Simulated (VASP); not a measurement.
Consider the following.

```xyz
6
Lattice="4.2311 0.0000 0.0000 0.0000 4.2311 0.0000 0.0000 0.0000 2.6921" Properties=species:S:1:pos:R:3 pbc="T T T"
Si     0.0000     0.0000     0.0000
Si     2.1156     2.1156     1.3460
O      1.2981     1.2981     0.0000
O      3.4137     0.8174     1.3460
O      0.8174     3.4137     1.3460
O      2.9330     2.9330     0.0000
```

Calculation: PBE GGA, VASP's PBE PAW potentials (set 64) (plane waves; VASP 6.6.1). Settings: 620 eV cut-off, 5×5×8 Γ-centred mesh, Gaussian smearing of 0.050 eV, potentials Si O.

The ions, cell shape and volume at an external pressure of 5.0 GPa are relaxed. Which structure does the run end with?

```xyz
6
Lattice="4.1986 0.0000 0.0000 0.0000 4.1986 0.0000 0.0000 0.0000 2.6844" Properties=species:S:1:pos:R:3 pbc="T T T"
Si     4.1986     0.0000     0.0000
Si     2.0993     2.0993     1.3422
O      1.2846     1.2846     2.6844
O      3.3838     0.8147     1.3422
O      0.8147     3.3838     1.3422
O      2.9140     2.9140     0.0000
```
Space group P4_2/mnm (136), at a tolerance of 0.03 Å.

How do energy and volume change from the first to the last step?

The energy (σ→0) changes by +2.2 meV/atom and the volume by -1.8 %, in 6 ionic steps.

```csv
step,E(σ→0) (eV),max force (eV/Å),pressure (GPa),volume (Å³)
1,-46.3350,0.009,0.01,48.19
2,-46.2743,0.257,11.73,46.47
3,-46.3231,0.117,5.01,47.42
4,-46.3219,0.015,5.02,47.33
5,-46.3218,0.019,5.01,47.33
6,-46.3218,0.004,4.99,47.32
```

The compound is SiO2 in the rutile structure, stishovite, a high-pressure form. This run relaxes it under an external pressure of 5 GPa. Symmetry was kept, so distortions that lower it aren't found.
